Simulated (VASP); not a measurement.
Level of theory: LDA (Ceperley-Alder, Perdew-Zunger), VASP's LDA PAW potentials (set 64) (plane waves; VASP).

Input for VASP

File POSCAR:
```
NaCl
2.7288020
  0.0000000000   0.9999998821   0.9999998821
  0.9999998821   0.0000000000   0.9999998821
  0.9999998821   0.9999998821   0.0000000000
Na Cl
1 1
Direct
  0.0000000000   0.0000000000   0.0000000000
  0.5000000000   0.5000000000   0.5000000000
```

### INCAR
```
# general
SYSTEM  =  NaCl
PREC    =  Accurate
ENCUT   =  400   # plane-wave cut-off (eV)
LREAL   =  .FALSE.   # projection in real space or not
LASPH   =  .TRUE.   # aspherical one-centre terms

# electronic loop
EDIFF   =  1E-7   # SCF stop (eV)
NELM    =  100   # most electronic steps
ALGO    =  Normal

# smearing
ISMEAR  =  -5

# ions
ISIF    =  2   # forces and stress, cell fixed

# output
LWAVE   =  .FALSE.
LCHARG  =  .TRUE.
LORBIT  =  11   # lm-projected
NEDOS   =  601   # DOS grid
```

### KPOINTS
```
Automatic mesh
0
Gamma
9 9 9
0 0 0
```

POTCAR, in this order: Na_pv Cl (LDA.64 set). Program: vasp_std.

Task: What does the run give for the energy per atom (σ→0), band gap (on the k-mesh)?

Result: 
```
Quantity                           Value
------------------------  --------------
energy per atom (σ→0)     -3.694 eV/atom
band gap (on the k-mesh)         5.10 eV
```

### OSZICAR
```
...
DAV:   6    -0.740951984255E+01    0.16482E+00   -0.30676E-01   875   0.424E+00    0.153E+00
DAV:   7    -0.738993034431E+01    0.19589E-01   -0.58534E-02  1030   0.177E+00    0.964E-01
DAV:   8    -0.738832216373E+01    0.16082E-02   -0.41154E-03   893   0.769E-01    0.230E-01
DAV:   9    -0.738825508129E+01    0.67082E-04   -0.17172E-04   896   0.128E-01    0.981E-02
DAV:  10    -0.738826183817E+01   -0.67569E-05   -0.46136E-05   997   0.818E-02    0.992E-03
DAV:  11    -0.738826177373E+01    0.64446E-07   -0.18739E-06   914   0.189E-02    0.160E-03
DAV:  12    -0.738826176868E+01    0.50522E-08   -0.14750E-07   692   0.672E-03
   1 F= -.73882618E+01 E0= -.73882618E+01  d E =0.000000E+00
```

The compound is NaCl in the rock salt structure. It was relaxed first, which changed the volume by -9 %.
